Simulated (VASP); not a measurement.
NiRu, 2 atoms in the cell. It takes space group P4/mmm (No. 123, tetragonal). Conventional cell: a = 2.597 Å, b = 2.597 Å, c = 3.677 Å, α = 90.00°, β = 90.00°, γ = 90.00°. Ni (site symmetry 4/mmm) has 4 Ni at 2.60 Å and 8 Ru at 2.60 Å as nearest neighbours. Ru (site symmetry 4/mmm) has 4 Ru at 2.60 Å and 8 Ni at 2.60 Å as nearest neighbours. The cell was built by a generator and needn't be a form met in nature.

* Program: VASP 6.6.1
* Task: single point
* Functional: PBE
* Potentials or basis: VASP PAW PBE potentials, release 64 (Ni, Ru_pv)
* Cutoff: 520 eV
* k mesh: 16 × 16 × 12
* Occupations: gaussian, width 0.1 eV
* Spin: no spin polarisation
* Dipole correction: no
* Further INCAR settings: ALGO = Fast; EDIFF = 1e-06; NBANDS = 19

Potentials or basis: VASP PAW PBE potentials, release 64 (Ni, Ru_pv).

The run is started by

```bash
$ cat potpaw_PBE.64/Ni/POTCAR potpaw_PBE.64/Ru_pv/POTCAR > POTCAR
$ mpirun -np 1 vasp_std > vasp.out
```

Hardware: 1 thread of Intel(R) Xeon(R) 6975P-C (Granite Rapids) (shared host).

Problem. How long does it take, and how much memory?

Solution. It took 58 s on 1 thread of Intel(R) Xeon(R) 6975P-C (Granite Rapids), with other jobs on the host, peak memory 0.26 GiB. Counts: scf iterations 17, k points 315.
